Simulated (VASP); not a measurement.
# A first-principles U for free-standing triangular Nb monolayer, spacing 3.069 A

What U does free-standing triangular Nb monolayer, spacing 3.069 A call for?

Program: VASP 6.6.1. Level of theory: PBE, spin-polarised from an antiferromagnetic start; plane waves and PAW (Nb_pv, Nb_pv), in the first sound run; inputs show where later runs differ. Results are calculated unless marked as measured.

### 1. The structure

The cell holds 4 atoms: 4 Nb. Its edges and angles: a = 6.138 Å, b = 6.138 Å, c = 14.000 Å, α = 90.0°, β = 90.0°, γ = 120.0°. It derives from Nb (free-standing triangular Nb monolayer, spacing 3.069 A), repeated 2×2×1. model lattice. Vacuum lies along c.

Structure file:

```cif
data_structure
_symmetry_space_group_name_H-M 'P 1'
_symmetry_Int_Tables_number 1
_cell_length_a 6.1380
_cell_length_b 6.1380
_cell_length_c 14.0000
_cell_angle_alpha 90.000
_cell_angle_beta 90.000
_cell_angle_gamma 120.000
_cell_volume 456.79
loop_
_atom_site_label
_atom_site_type_symbol
_atom_site_fract_x
_atom_site_fract_y
_atom_site_fract_z
_atom_site_occupancy
Nb1 Nb 0.00000 0.00000 0.50000 1
Nb2 Nb 0.00000 0.50000 0.50000 1
Nb3 Nb 0.50000 0.00000 0.50000 1
Nb4 Nb 0.50000 0.50000 0.50000 1
```

### 2. Ground state

The shifted atom is typed as a species of its own, and density and orbitals are saved as the common start.

Contents of INCAR:

```
SYSTEM = Nb
PREC = Normal
ENCUT = 350
EDIFF = 1E-06
NELM = 150
ISMEAR = 0
SIGMA = 0.1
LREAL = .FALSE.
ALGO = Normal
GGA = PE
NBANDS = 36
ISPIN = 2
MAGMOM = 1 -1 1 -1
LMAXMIX = 4
LORBIT = 11
LWAVE = .TRUE.
LCHARG = .TRUE.
KPAR = 2
AMIX = 0.2
BMIX = 1E-04
AMIX_MAG = 0.8
BMIX_MAG = 1E-04
```

Contents of POSCAR:

```
Nb
1.0
    6.1380000000      0.0000000000      0.0000000000
   -3.0690000000      5.3156640000      0.0000000000
    0.0000000000      0.0000000000     14.0000000000
Nb Nb
1 3
Direct
    0.0000000000      0.0000000000      0.5000000000
    0.0000000000      0.5000000000      0.5000000000
    0.5000000000      0.0000000000      0.5000000000
    0.5000000000      0.5000000000      0.5000000000
```

Contents of KPOINTS:

```
Automatic mesh
0
Gamma
4 4 1
0 0 0
```

The projector-augmented-wave data sets are Nb_pv and Nb_pv (PBE family, release 64).

Launch:

```bash
> mpirun -np 2 vasp_std
```

Output:

```text
[banner, memory and clock lines left out]
running    2 mpi-ranks, on    1 nodes
 distrk:  each k-point on    1 cores,    2 groups
 distr:  one band on    1 cores,    1 groups

 POSCAR found type information on POSCAR NbNb
 POSCAR found :  2 types and       4 ions
 LDA part: xc-table for (Slater+PW92), standard interpolation
 POSCAR, INCAR and KPOINTS ok, starting setup
 FFT: planning ... GRIDC
 FFT: planning ... GRID_SOFT
 FFT: planning ... GRID
 WAVECAR not read
 entering main loop
       N       E                     dE             d eps       ncg     rms          rms(c)
DAV:   1     0.222410117829E+03    0.22241E+03   -0.18338E+04  1336   0.697E+02
DAV:   2    -0.116101905626E+02   -0.23402E+03   -0.22395E+03  1388   0.309E+02
DAV:   3    -0.306248028109E+02   -0.19015E+02   -0.17656E+02  1600   0.739E+01
DAV:   4    -0.314073063407E+02   -0.78250E+00   -0.75199E+00  1608   0.158E+01
DAV:   5    -0.314345201092E+02   -0.27214E-01   -0.26847E-01  1688   0.307E+00    0.173E+01
DAV:   6    -0.302837423999E+02    0.11508E+01   -0.91388E-01  1616   0.669E+00    0.111E+01
DAV:   7    -0.291873285804E+02    0.10964E+01   -0.25668E+00  1568   0.112E+01    0.191E+00
DAV:   8    -0.291740045546E+02    0.13324E-01   -0.12859E-01  1640   0.265E+00    0.934E-01
DAV:   9    -0.291812266324E+02   -0.72221E-02   -0.22016E-02  1712   0.174E+00    0.824E-01
DAV:  10    -0.291720368336E+02    0.91898E-02   -0.16401E-02  1700   0.139E+00    0.430E-01
DAV:  11    -0.291718459757E+02    0.19086E-03   -0.17032E-03  1488   0.349E-01    0.263E-01
DAV:  12    -0.291719649866E+02   -0.11901E-03   -0.13981E-03  1328   0.295E-01    0.868E-02
DAV:  13    -0.291719446428E+02    0.20344E-04   -0.36736E-04  1604   0.227E-01    0.605E-02
DAV:  14    -0.291719649552E+02   -0.20312E-04   -0.14334E-04  1448   0.104E-01    0.408E-02
DAV:  15    -0.291719942411E+02   -0.29286E-04   -0.62520E-05  1452   0.426E-02    0.217E-02
DAV:  16    -0.291720180387E+02   -0.23798E-04   -0.65883E-05  1524   0.377E-02    0.112E-02
DAV:  17    -0.291720301501E+02   -0.12111E-04   -0.18053E-05  1412   0.230E-02    0.967E-03
DAV:  18    -0.291720366618E+02   -0.65117E-05   -0.10281E-05  1456   0.165E-02    0.676E-03
DAV:  19    -0.291720427868E+02   -0.61251E-05   -0.15378E-05  1532   0.198E-02    0.517E-03
DAV:  20    -0.291720469642E+02   -0.41773E-05   -0.82325E-06  1416   0.137E-02    0.480E-03
DAV:  21    -0.291720474092E+02   -0.44501E-06   -0.80557E-07   668   0.656E-03
   1 F= -.29172047E+02 E0= -.29154940E+02  d E =-.342157E-01  mag=     0.0186
 writing wavefunctions
```

The job ended after 67 s (2 MPI ranks of AMD EPYC 7R43, shared host; peak memory 0.56 GiB).

The logs omit lines about the potential files and the build; timing stands in the text.

OUTCAR, selected parts (step 2):

```text
ion  position               nearest neighbor table
   1  0.000  0.000  0.500-   3 3.07   3 3.07   4 3.07   2 3.07   2 3.07   4 3.07
   2  0.000  0.500  0.500-   4 3.07   4 3.07   1 3.07   1 3.07   3 3.07   3 3.07
   3  0.500  0.000  0.500-   1 3.07   1 3.07   4 3.07   4 3.07   2 3.07   2 3.07
   4  0.500  0.500  0.500-   2 3.07   2 3.07   3 3.07   3 3.07   1 3.07   1 3.07

  LATTYP: Found a hexagonal cell.
 ALAT       =     6.1380000000
 C/A-ratio  =     2.2808732486

 Subroutine GETGRP returns: Found 24 space group operations
 (whereof 24 operations were pure point group operations)

The static configuration has the point symmetry D_6h.

 Found      7 irreducible k-points:

   k-points           NKPTS =      7   k-points in BZ     NKDIM =      7   number of bands    NBANDS=     36

   dimension x,y,z NGX =    28 NGY =   28 NGZ =   64
   dimension x,y,z NGXF=    56 NGYF=   56 NGZF=  128

   ENCUT  =  350.0 eV  25.72 Ry    5.07 a.u.   9.36  9.36 21.36*2*pi/ulx,y,z

   NELECT =      44.0000    total number of electrons

 k-points in reciprocal lattice and weights: Automatic mesh
   0.00000000  0.00000000  0.00000000       0.062
   0.25000000  0.00000000  0.00000000       0.250
   0.00000000  0.25000000  0.00000000       0.125
   0.50000000  0.00000000  0.00000000       0.125
   0.00000000  0.50000000  0.00000000       0.062
   0.25000000  0.25000000  0.00000000       0.250
   0.50000000  0.25000000  0.00000000       0.125

 average (electrostatic) potential at core
       1 -43.9231       2 -43.9231       3 -43.9231       4 -43.9231

 E-fermi :  -2.9022

 spin component 1
 k-point     1 :       0.0000    0.0000    0.0000
  band No.  band energies     occupation
    ...
     16      -5.1576      1.00000
     17      -4.0661      1.00000
     18      -4.0652      1.00000
     19      -4.0644      1.00000
     20      -3.4780      1.00000
     21      -2.2635      0.00000
     22      -2.2635      0.00000
     23      -2.0873      0.00000
     24      -1.7398      0.00000
     25      -1.7372      0.00000
    ...

 k-point     2 :       0.2500    0.0000    0.0000
  band No.  band energies     occupation
    ...
     16      -4.6883      1.00000
     17      -3.8701      1.00000
     18      -3.8701      1.00000
     19      -3.8444      1.00000
     20      -3.2730      1.00000
     21      -2.5988      0.00001
     22      -2.4878      0.00000
     23      -2.1582      0.00000
     24      -1.8614      0.00000
     25      -1.7799      0.00000
    ...

 k-point     3 :       0.0000    0.2500    0.0000
  band No.  band energies     occupation
    ...
     16      -4.6879      1.00000
     17      -3.8712      1.00000
     18      -3.8690      1.00000
     19      -3.8445      1.00000
     20      -3.2730      1.00000
     21      -2.5988      0.00001
     22      -2.4878      0.00000
     23      -2.1582      0.00000
     24      -1.8614      0.00000
     25      -1.7823      0.00000
    ...

 k-point     4 :       0.5000    0.0000    0.0000
  band No.  band energies     occupation
    ...
     20      -3.2438      1.00000
     21      -3.0629      0.98849
     22      -3.0629      0.98849
     23      -3.0474      0.97998
     24      -3.0474      0.97998
     25      -2.5854      0.00000
     26      -2.5854      0.00000
     27      -2.0204      0.00000
     28      -2.0204      0.00000
     29      -1.8009      0.00000
    ...

 k-point     5 :       0.0000    0.5000    0.0000
  band No.  band energies     occupation
    ...
     20      -3.2429      1.00000
     21      -3.0641      0.98898
     22      -3.0616      0.98793
     23      -3.0477      0.98020
     24      -3.0471      0.97981
     25      -2.5873      0.00000
     26      -2.5835      0.00000
     27      -2.0220      0.00000
     28      -2.0187      0.00000
     29      -1.8034      0.00000
    ...

 k-point     6 :       0.2500    0.2500    0.0000
  band No.  band energies     occupation
    ...
     19      -3.4656      1.00000
     20      -3.1092      0.99829
     21      -3.0759      0.99298
     22      -3.0759      0.99298
     23      -3.0113      0.93862
     24      -2.8968      0.46983
     25      -2.4982      0.00000
     26      -2.3924      0.00000
     27      -2.2714      0.00000
     28      -2.2714      0.00000
    ...

  Total      -20.0366008    -20.0378140     -0.0837663      0.0000000      0.0000000      0.0000000
  in kB      -70.2784518    -70.2827072     -0.2938107      0.0000000      0.0000000      0.0000000
  external PRESSURE =     -46.9516566 kB  Pullay stress =       0.0000000 kB

  energy-cutoff  :      350.00
  volume of cell :      456.79
      direct lattice vectors                 reciprocal lattice vectors
     6.138000000  0.000000000  0.000000000     0.162919518  0.094061626  0.000000000
    -3.069000000  5.315664000  0.000000000     0.000000000  0.188123252  0.000000000
     0.000000000  0.000000000 14.000000000     0.000000000  0.000000000  0.071428571

 POSITION                                       TOTAL-FORCE (eV/Angst)
 -----------------------------------------------------------------------------------
      0.00000      0.00000      7.00000        -0.000000      0.000000      0.000000
     -1.53450      2.65783      7.00000         0.000000      0.000000      0.000000
      3.06900      0.00000      7.00000        -0.000000      0.000000      0.000000
      1.53450      2.65783      7.00000         0.000000      0.000000      0.000000
 -----------------------------------------------------------------------------------
    total drift:                                0.000000     -0.000000      0.000000

  FREE ENERGIE OF THE ION-ELECTRON SYSTEM (eV)
  ---------------------------------------------------
  free  energy   TOTEN  =       -29.1720474092 eV

  energy  without entropy=      -29.1378317065  energy(sigma->0) =      -29.15493956

 total charge
# of ion       s       p       d       tot
------------------------------------------
    1        0.372   6.124   2.766   9.261
    2        0.372   6.124   2.766   9.261
    3        0.372   6.124   2.766   9.261
    4        0.372   6.124   2.766   9.261
--------------------------------------------------
tot          1.486  24.495  11.063  37.044

 magnetization (x)
# of ion       s       p       d       tot
------------------------------------------
    1        0.000   0.000   0.006   0.007
    2        0.000  -0.000  -0.000  -0.000
    3        0.000   0.000   0.006   0.007
    4        0.000  -0.000  -0.000  -0.000
--------------------------------------------------
tot          0.001  -0.000   0.012   0.013

[... 6 further parts left out ...]
```

Numbers from this step:

| Property | Result |
| --- | --- |
| electronic cycles | 21 |
| electrons | 44 |
| free energy (TOTEN) | -29.17 eV |
| energy at zero smearing | -29.15 eV |
| Fermi energy | -2.902 eV |
| moment of the cell, from the last line of the log | 0.0186 μB |
| labelled metallic, from the levels on this mesh | yes |

Spin moment in the PAW sphere by atom:

```tsv
atom	spin moment in the PAW sphere (μB)
Nb1	0.0070
Nb2	0.0000
Nb3	0.0070
Nb4	0.0000
```

The moments of the start collapsed, so the response belongs to a non-magnetic state; other starts were not tried.

### 3. Shifted potential, frozen density, alpha -0.2

This step: PBE, with a shift of one shell's potential, spin-polarised from an antiferromagnetic start; plane waves and PAW (Nb_pv, Nb_pv) (VASP 6.6.1).

With the density held, the shell's charge shows the bare response.

INCAR: that of step 2 with these lines changed.

```diff
@@ -15,4 +15,4 @@
 LORBIT = 11
-LWAVE = .TRUE.
-LCHARG = .TRUE.
+LWAVE = .FALSE.
+LCHARG = .FALSE.
 KPAR = 2
@@ -22 +22,7 @@
 BMIX_MAG = 1E-04
+LDAU = .TRUE.
+LDAUTYPE = 3
+LDAUL = 2 -1
+LDAUU = -0.2 0
+LDAUJ = -0.2 0
+ICHARG = 11
```

POSCAR is that of step 2.

KPOINTS is that of step 2.

The WAVECAR or CHGCAR of an earlier step is read.

Launch:

```bash
> mpirun -np 2 vasp_std
```

Output:

```text
[banner, memory and clock lines left out]
running    2 mpi-ranks, on    1 nodes
 distrk:  each k-point on    1 cores,    2 groups
 distr:  one band on    1 cores,    1 groups

 POSCAR found type information on POSCAR NbNb
 POSCAR found :  2 types and       4 ions
 LDA part: xc-table for (Slater+PW92), standard interpolation
 found WAVECAR, reading the header
 WARNING: stress and forces are not correct
 POSCAR, INCAR and KPOINTS ok, starting setup
 FFT: planning ... GRIDC
 FFT: planning ... GRID_SOFT
 FFT: planning ... GRID
 reading WAVECAR
 the WAVECAR file was read successfully
 charge density read from file: CHGCAR, Nb
magnetization read from file: component  1
 entering main loop
       N       E                     dE             d eps       ncg     rms          rms(c)
DAV:   1    -0.286442682230E+02   -0.28644E+02   -0.99741E-02  1392   0.205E+00
DAV:   2    -0.286445114169E+02   -0.24319E-03   -0.24319E-03  1460   0.229E-01
DAV:   3    -0.286445145016E+02   -0.30847E-05   -0.30848E-05  1376   0.209E-02
DAV:   4    -0.286445145869E+02   -0.85327E-07   -0.85186E-07  1168   0.384E-03
   1 F= -.28644515E+02 E0= -.28627312E+02  d E =-.344046E-01  mag=     0.0186
```

Wall time 15 s (2 MPI ranks); peak memory 0.51 GiB; 28 s of CPU time.

From OUTCAR (step 3):

```text
The static configuration has the point symmetry D_6h.

 Found      7 irreducible k-points:

   NELECT =      44.0000    total number of electrons

 E-fermi :  -2.8732

 spin component 1
 k-point     1 :       0.0000    0.0000    0.0000
  band No.  band energies     occupation
    ...
     16      -5.1120      1.00000
     17      -4.0647      1.00000
     18      -4.0157      1.00000
     19      -4.0145      1.00000
     20      -3.4499      1.00000
     21      -2.2194      0.00000
     22      -2.2193      0.00000
     23      -2.0873      0.00000
     24      -1.7379      0.00000
     25      -1.7345      0.00000
    ...

 k-point     2 :       0.2500    0.0000    0.0000
  band No.  band energies     occupation
    ...
     16      -4.6426      1.00000
     17      -3.8651      1.00000
     18      -3.8148      1.00000
     19      -3.8062      1.00000
     20      -3.2444      1.00000
     21      -2.5570      0.00000
     22      -2.4741      0.00000
     23      -2.1385      0.00000
     24      -1.8199      0.00000
     25      -1.7795      0.00000
    ...

 k-point     3 :       0.0000    0.2500    0.0000
  band No.  band energies     occupation
    ...
     16      -4.6430      1.00000
     17      -3.8645      1.00000
     18      -3.8159      1.00000
     19      -3.8057      1.00000
     20      -3.2444      1.00000
     21      -2.5571      0.00000
     22      -2.4741      0.00000
     23      -2.1389      0.00000
     24      -1.8199      0.00000
     25      -1.7771      0.00000
    ...

 k-point     4 :       0.5000    0.0000    0.0000
  band No.  band energies     occupation
    ...
     20      -3.1925      1.00000
     21      -3.0629      0.99636
     22      -3.0474      0.99313
     23      -3.0413      0.99128
     24      -2.9790      0.93283
     25      -2.5854      0.00002
     26      -2.5133      0.00000
     27      -2.0204      0.00000
     28      -1.9370      0.00000
     29      -1.8009      0.00000
    ...

  Total      -20.1332282    -20.1344528     -1.1368532      0.0000000      0.0000000      0.0000000
  in kB      -70.6173728    -70.6216682     -3.9875169      0.0000000      0.0000000      0.0000000
  external PRESSURE =     -48.4088526 kB  Pullay stress =       0.0000000 kB

 POSITION                                       TOTAL-FORCE (eV/Angst)
 -----------------------------------------------------------------------------------
      0.00000      0.00000      7.00000         0.000000      0.000000      0.000000
     -1.53450      2.65783      7.00000         0.000000      0.000000      0.000000
      3.06900      0.00000      7.00000        -0.000000      0.000000      0.000000
      1.53450      2.65783      7.00000        -0.000000      0.000000      0.000000
 -----------------------------------------------------------------------------------
    total drift:                               -0.000000     -0.000000      0.000000

  FREE ENERGIE OF THE ION-ELECTRON SYSTEM (eV)
  ---------------------------------------------------
  free  energy   TOTEN  =       -28.6445145869 eV

  energy  without entropy=      -28.6101099566  energy(sigma->0) =      -28.62731227

 total charge
# of ion       s       p       d       tot
------------------------------------------
    1        0.372   6.126   2.455   8.953
    2        0.373   6.124   2.837   9.334
    3        0.373   6.124   2.837   9.334
    4        0.373   6.124   2.837   9.334
--------------------------------------------------
tot          1.492  24.498  10.966  36.956

 magnetization (x)
# of ion       s       p       d       tot
------------------------------------------
    1        0.000   0.000   0.005   0.006
    2        0.000  -0.000  -0.000  -0.000
    3        0.000   0.000   0.007   0.007
    4        0.000  -0.000  -0.000  -0.000
--------------------------------------------------
tot          0.001   0.000   0.012   0.013

[... 8 parts as in an earlier step ...]

[... 9 further parts left out ...]
```

This step gave:

```yaml
electronic_cycles: 4
free_energy_toten: -28.64 eV
energy_at_zero_smearing: -28.63 eV
fermi_energy: -2.873 eV
```

Energy at zero smearing: -28.62731 eV.

(Continued in part 2 of 3.)

[Lines on the potential files, build, host, timing and source positions are cut from VASP's logs without a mark.]

[Logs are printed without paths, hosts, clocks, repeated set-up lines and the standing remarks that a program may print on its own settings, such as how far it seeks lower states.]

[Hosts, paths, dates, database ids (printed as entryN), source tags and the programs' standing remarks are cut or masked in the printed files.]

[In band tables of VASP the shares of atoms and orbitals are scaled to a sum of 1 inside the atoms' spheres.]

[Runs that stopped without an error message from VASP are left out.]
